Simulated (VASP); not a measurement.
Data:

```
CELL_PARAMETERS angstrom
      0.00000     2.98744     2.98744
      2.98744     0.00000     2.98744
      2.98744     2.98744     0.00000
ATOMIC_POSITIONS crystal
  Al 0.25000 0.25000 0.25000
  Al 0.75000 0.75000 0.75000
  Pt 0.00000 0.00000 0.00000
```

These are RPBE GGA, VASP's PBE PAW potentials (set 64) (plane waves; VASP 6.6.1) values and carry that method's errors. Numerical set-up: 520 eV cut-off, 9×9×9 Γ-centred mesh, first-order Methfessel-Paxton smearing of 0.10 eV, potentials Al Pt.

Unless said otherwise, spin-orbit coupling is left out, though it shifts the bands of the heavy elements here.

Predict the energy per atom (σ→0), band gap (on the k-mesh) with the smallest direct gap where there is one.

```
Item                                                         Value
------------------------  ----------------------------------------
band gap (on the k-mesh)  none (metal, semimetal or under 0.01 eV)
energy per atom (σ→0)                               -5.045 eV/atom
```

Only differences to runs with the same potentials and settings are physical.

The compound is PtAl2 in the fluorite structure. It was relaxed first.
